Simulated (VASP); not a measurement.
Input:

```yaml
crystal:
  lattice:
    - [2.05206, 1.18476, 6.59935]
    - [-2.05206, 1.18476, 6.59935]
    - [0.00000, -2.36951, 6.59935]
  atoms:
    - { symbol: Sm, position: [0.50000, 0.50000, 0.50000] }
    - { symbol: Gd, position: [0.00000, 0.00000, 0.00000] }
    - { symbol: Se, position: [0.25177, 0.25177, 0.25177] }
    - { symbol: Se, position: [0.74823, 0.74823, 0.74823] }
```

The numbers are results of PBEsol GGA, VASP's PBE PAW potentials (set 64) (plane waves; VASP 6.6.1), not measurements. Numerical set-up: 400 eV cut-off, 10×10×10 Γ-centred mesh, tetrahedra with Blöchl corrections, potentials Sm_3 Gd_3 Se.

The 4f electrons are frozen in the core of the lanthanide potential, so 4f levels, which can set the real gap, and their magnetism are missing.

Task: What does the run give for the energy per atom (σ→0), band gap (on the k-mesh) with the smallest direct gap where there is one?

Result: 
```yaml
band gap (on the k-mesh): none (metal, semimetal or under 0.01 eV)
energy per atom (σ→0): -6.330 eV/atom
```

Only differences to runs with the same potentials and settings are physical.

The structure comes from a computed database's SmGdSe2 entry (R-3m); how it stands against other phases isn't given here. It was relaxed first.
